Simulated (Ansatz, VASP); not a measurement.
# Be3N2: VASP beside Ansatz, part 2 of 2

One calculation is typed for both programs; each brings its own data sets. How far apart do they land? The cell is taken from a series of runs on this material, whose earlier steps may have relaxed, scaled, displaced or heated it; both programs get it as it stands.

VASP 6.6.1 and Ansatz 0.2.0.

So far: Set-up; Ansatz: relaxation of cell and atoms, PBEsol; VASP: relaxation of cell and atoms, PBEsol.

### 3. VASP: relaxation of cell and atoms, PBEsol (continued)

Level of this step: PBEsol; plane waves and PAW (Be, N) (VASP).

Numbers of over 12 decimals in the logs are rounded to 6 here.

OUTCAR, selected parts (step 3):

```text
ion  position               nearest neighbor table
   1  0.942  0.971  0.000-   4 1.86   5 1.93   5 1.93   4 2.07   4 2.07   3 2.19   2 2.24   2 2.24
                             3 2.36   3 2.36
   2  0.674  0.337  0.649-   4 1.68   4 1.68   4 1.70   5 1.84   3 2.13   3 2.13   3 2.13   1 2.24
                             1 2.24
   3  0.341  0.671  0.351-   5 1.67   5 1.69   5 1.69   4 1.84   2 2.13   2 2.13   2 2.13   1 2.19
                             1 2.36   1 2.36
   4  0.347  0.673  0.748-   2 1.68   2 1.68   2 1.70   3 1.84   1 1.86   1 2.07   1 2.07
   5  0.680  0.340  0.252-   3 1.67   3 1.69   3 1.69   2 1.84   1 1.93   1 1.93

  LATTYP: Found a hexagonal cell.
 ALAT       =     2.8050810000
 C/A-ratio  =     1.6515893837

 Subroutine GETGRP returns: Found  2 space group operations
 (whereof  2 operations were pure point group operations)

The static configuration has the point symmetry C_1h.

 Found    320 irreducible k-points:

   k-points           NKPTS =    320   k-points in BZ     NKDIM =    320   number of bands    NBANDS=     14

   dimension x,y,z NGX =    24 NGY =   24 NGZ =   40
   dimension x,y,z NGXF=    48 NGYF=   48 NGZF=   80

   ENCUT  =  600.0 eV  44.10 Ry    6.64 a.u.   5.60  5.60  9.25*2*pi/ulx,y,z

   NELECT =      16.0000    total number of electrons

 k-points in reciprocal lattice and weights: Automatic mesh
   0.00000000  0.00000000  0.00000000       0.001
   0.08333333  0.00000000  0.00000000       0.002
   0.00000000  0.08333333  0.00000000       0.003
   0.16666667  0.00000000  0.00000000       0.002
   0.00000000  0.16666667  0.00000000       0.003
   0.25000000 -0.00000000  0.00000000       0.002
   0.00000000  0.25000000  0.00000000       0.003
   0.33333333 -0.00000000  0.00000000       0.002
   0.00000000  0.33333333  0.00000000       0.003
[...]
0.41666667  0.33333333  0.50000000       0.003
   0.33333333  0.33333333  0.50000000       0.002

 average (electrostatic) potential at core
       1 -32.4637       2 -31.4268       3 -31.3159       4 -60.1953       5 -60.0706

 E-fermi :   9.0064

 k-point     1 :       0.0000    0.0000    0.0000
  band No.  band energies     occupation
    ...
      4       5.3000      2.00000
      5       5.6803      2.00000
      6       6.6937      2.00000
      7       6.7162      2.00000
      8       6.9442      2.00000
      9      13.3853      0.00000
     10      14.0499      0.00000
     11      15.3948      0.00000
     12      15.8877      0.00000
     13      17.9296      0.00000
    ...

 k-point     2 :       0.0833    0.0000    0.0000
  band No.  band energies     occupation
    ...
      4       4.7119      2.00000
      5       5.4080      2.00000
      6       6.2852      2.00000
      7       6.6829      2.00000
      8       6.9417      2.00000
      9      13.5946      0.00000
     10      14.2638      0.00000
     11      15.3213      0.00000
     12      16.1854      0.00000
     13      17.9272      0.00000
    ...

 k-point     3 :       0.0000    0.0833    0.0000
  band No.  band energies     occupation
    ...
      4       4.8634      2.00000
      5       5.2302      2.00000
      6       6.2573      2.00000
      7       6.6651      2.00000
      8       7.0035      2.00000
      9      13.5845      0.00000
     10      14.1494      0.00000
     11      15.4524      0.00000
     12      16.0920      0.00000
     13      17.9985      0.00000
    ...

  Total       -0.0031883      0.0041747     -0.0012320     -0.0063765     -0.0015065     -0.0026093
  in kB       -0.1603289      0.2099286     -0.0619512     -0.3206522     -0.0757539     -0.1312131
  external PRESSURE =      -0.0041172 kB  Pullay stress =       0.0000000 kB

  energy-cutoff  :      600.00
  volume of cell :       31.86
      direct lattice vectors                 reciprocal lattice vectors
     2.833182833  0.033479713  0.037214229     0.350648593  0.202447021 -0.006165420
    -1.387596634  2.403388322 -0.000000002    -0.004843272  0.413282982 -0.003082710
     0.061300203  0.035391679  4.648469770    -0.002807186 -0.001620729  0.215173915

 POSITION                                       TOTAL-FORCE (eV/Angst)
 -----------------------------------------------------------------------------------
      1.35898      2.38686      4.66382        -0.000868     -0.000501     -0.000940
      1.47710      0.85280      3.03176         0.000761      0.000440      0.004242
      0.07097      1.64323      1.64476        -0.000514     -0.000297      0.000526
      0.06503      1.63981      3.49861         0.003600      0.002078     -0.001294
      1.51638      0.87549      1.21755        -0.002980     -0.001720     -0.002534
 -----------------------------------------------------------------------------------
    total drift:                               -0.000076     -0.000061     -0.000386

  FREE ENERGIE OF THE ION-ELECTRON SYSTEM (eV)
  ---------------------------------------------------
  free  energy   TOTEN  =       -34.0136845993 eV

  energy  without entropy=      -34.0136845993  energy(sigma->0) =      -34.01368460

 reached required accuracy - stopping structural energy minimisation

 total charge
# of ion       s       p       d       tot
------------------------------------------
    1        0.325   0.588   0.000   0.913
    2        0.465   0.943   0.000   1.408
    3        0.470   0.948   0.000   1.417
    4        1.203   2.636   0.000   3.839
    5        1.204   2.646   0.000   3.850
--------------------------------------------------
tot          3.667   7.761   0.000  11.428

[... 3 further parts left out ...]
```

The run keeps the 2 symmetry operations of its start, so it cannot find a distortion of lower symmetry.

### 4. Side by side

Known differences besides the potentials themselves: fixed occupations in Ansatz, narrow Gaussian smearing in VASP; the cutoff is 420 eV in Ansatz and 600 eV in VASP; Ansatz makes its cores anew for this functional, VASP keeps those of its PBE data sets; Ansatz adds a Pulay correction to the stress that steers its cell, VASP none. Total energies have different zeros and are not compared.

The two programs side by side:

```csv
quantity,Ansatz,VASP,difference
volume (Å³),33.78,31.86,+6.01 %
"edge a after relaxation, in the typed setting (Å)",2.835,2.834,+0.05 %
"edge b after relaxation, in the typed setting (Å)",2.835,2.775,+2.16 %
"edge c after relaxation, in the typed setting (Å)",5.121,4.649,+10.15 %
```

Found at a tolerance of 0.01 Å, the end structures differ in symmetry: R3m in Ansatz, Cm in VASP.

### 5. Outcome

```json
{
  "difference in edge c after relaxation, in the typed setting (relaxation of cell and atoms, PBEsol)": "10 %"
}
```

**Reading.** The difference in edge c after relaxation, in the typed setting is 10 % (relaxation of cell and atoms, PBEsol), beyond the 1.2 % picked in this series as the mark of a large difference, as far as the stopping tolerances let one tell. What causes the difference of the relaxation of cell and atoms, PBEsol pair stays open here. 1 further run of this series is not shown here. Such differences can come from data sets, numerical settings and the points named under the comparisons, not from the functional's error against experiment.

[Lines on the potential files, build, host, timing and source positions are cut from VASP's logs without a mark.]

[Logs are printed without paths, hosts, clocks, repeated set-up lines and the standing remarks that a program may print on its own settings, such as how far it seeks lower states.]

[Hosts, paths, dates, database ids (printed as entryN), source tags and the programs' standing remarks are cut or masked in the printed files.]
